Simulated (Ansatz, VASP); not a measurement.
This is a calculation of Rb3Mg for Ansatz 0.2.0.

input.yaml

```yaml
crystal:
  lattice:
    - [-3.2905628146, 3.2905628146, 6.3089297901]
    - [3.2905628146, -3.2905628146, 6.3089297901]
    - [3.2905628146, 3.2905628146, -6.3089297901]
  atoms:
    - { symbol: Rb, position: [0.25, 0.75, 0.5] }
    - { symbol: Rb, position: [0.75, 0.25, 0.5] }
    - { symbol: Rb, position: [0.5, 0.5, 0.0] }
    - { symbol: Mg, position: [0.0, 0.0, 0.0] }
hamiltonian:
  xc: pbe
  pseudopotentials: { kind: paw }
kpoints:
  mp_grid: { grid: [6, 6, 6] }
scf:
  occupations: { method: fermi_dirac, width: 0.05 }
output:
  forces: true
  stress: true
  eigenvalues: true
```

Potentials or basis: Ansatz PAW.

Launch:

```bash
$ ansatz run input.yaml --threads 2 --pin off --max-ram 5120MiB --backend cpu --events-out ev --progress --plain --runs-dir out
```

Problem. Set up the same calculation for VASP 6.6.1. Potentials there: VASP PAW PBE potentials, release 64 (Rb_sv, Mg).

Solution. As run (the cutoff follows the program's own potentials):

The input INCAR:

```
ALGO     = Normal         # electronic algorithm
EDIFF    = 1E-7           # SCF threshold, eV
ENCUT    = 520            # plane-wave cutoff, eV
GGA      = PE             # functional
ISIF     = 2              # what is computed and relaxed
ISMEAR   = -1             # smearing method
LASPH    = True           # aspherical terms in the spheres
LCHARG   = False          # write CHGCAR
LREAL    = False          # projectors in reciprocal space
LWAVE    = False          # write WAVECAR
NBANDS   = 22             # bands
NELM     = 80             # most SCF steps
PREC     = Accurate       # precision mode
SIGMA    = 0.05           # smearing width, eV
```

File KPOINTS:

```
k-points
0
Gamma
  6 6 6
```

The input POSCAR:

```
Rb3Mg
1.0
   -3.2905628146      3.2905628146      6.3089297901
    3.2905628146     -3.2905628146      6.3089297901
    3.2905628146      3.2905628146     -6.3089297901
Rb Mg
3 1
Direct
    0.2500000000      0.7500000000      0.5000000000
    0.7500000000      0.2500000000      0.5000000000
    0.5000000000      0.5000000000      0.0000000000
    0.0000000000      0.0000000000      0.0000000000
```

Potentials or basis: VASP PAW PBE potentials, release 64 (Rb_sv, Mg).

The run is started by

```console
$ cat potpaw_PBE.64/Rb_sv/POTCAR potpaw_PBE.64/Mg/POTCAR > POTCAR
$ mpirun -np 1 vasp_std > vasp.out
```

Both were run:

|  | VASP | Ansatz | Ansatz less VASP |
| --- | --- | --- | --- |
| gap on the k mesh at the Fermi level (eV) | none | none | - |
| pressure (GPa) | -0.2 | -0.2 | 0.00 |

A gap of «none» marks a metal or a gap that the smearing closes. The two sets of potentials don't hold the same shells in valence.
